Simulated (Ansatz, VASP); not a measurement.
**SbMo: VASP beside Ansatz**

INCAR

```
SYSTEM = SbMo
ALGO = Normal
EDIFF = 1E-7
ENCUT = 520
GGA = CA
ISIF = 2
ISMEAR = -1
LASPH = .True.
LCHARG = .False.
LREAL = .False.
LWAVE = .False.
NBANDS = 16
NELM = 100
PREC = Accurate
SIGMA = 0.08
```

File KPOINTS:

```
k-points
0
Gamma
  10 10 10
  0 0 0
```

The input POSCAR:

```
SbMo
1.0
    0.0000000000      3.0649472798      3.0649472798
    3.0649472798      0.0000000000      3.0649472798
    3.0649472798      3.0649472798      0.0000000000
Mo Sb
1 1
Direct
    0.0000000000      0.0000000000      0.0000000000
    0.2500000000      0.2500000000      0.2500000000
```

Input for Ansatz:

```yaml
crystal:
  lattice:
    - [0.0, 3.0649472798, 3.0649472798]
    - [3.0649472798, 0.0, 3.0649472798]
    - [3.0649472798, 3.0649472798, 0.0]
  atoms:
    - { symbol: Mo, position: [0.0, 0.0, 0.0] }
    - { symbol: Sb, position: [0.25, 0.25, 0.25] }
kpoints:
  mp_grid: { grid: [10, 10, 10] }
  band_path:
    path:
      - [0.0, 0.0, 0.0]
      - [-0.5, -0.5, 0.0]
      - [-0.375, -0.375, 0.25]
      - [-0.375, 0.0, 0.375]
      - [0.0, 0.0, 0.0]
      - [0.0, 0.0, 0.5]
      - [-0.5, -0.25, 0.25]
      - [-0.5, -0.5, 0.0]
    npoints: 5
scf:
  occupations: { method: fermi_dirac, width: 0.08 }
hamiltonian:
  xc: lda
  pseudopotentials: { kind: all_electron, lapw: { basis_error: 0.0005 } }
output:
  forces: true
  stress: true
  eigenvalues: true
```

Alike in both runs: task single point; functional LDA; k mesh 10 × 10 × 10; occupations fermi-dirac, width 0.08 eV; no spin polarisation.

```csv
,VASP,Ansatz
version,VASP 6.6.1,Ansatz 0.2.0
potentials or method,"VASP PAW LDA potentials, release 64 (Mo_sv, Sb)","all-electron LAPW, scalar-relativistic"
plane-wave cutoff (eV),520,see its input
```

VASP gave:

| Quantity | Value |
| --- | --- |
| pressure (GPa) | -4.8 |

Question: What did Ansatz give for the same quantities?

Answer: Pressure (GPa): -5.0.

Ansatz ran all-electron here, so the differences hold the error of VASP's frozen core and of both bases.

Spin-orbit coupling is left out, which matters for the levels of Sb.
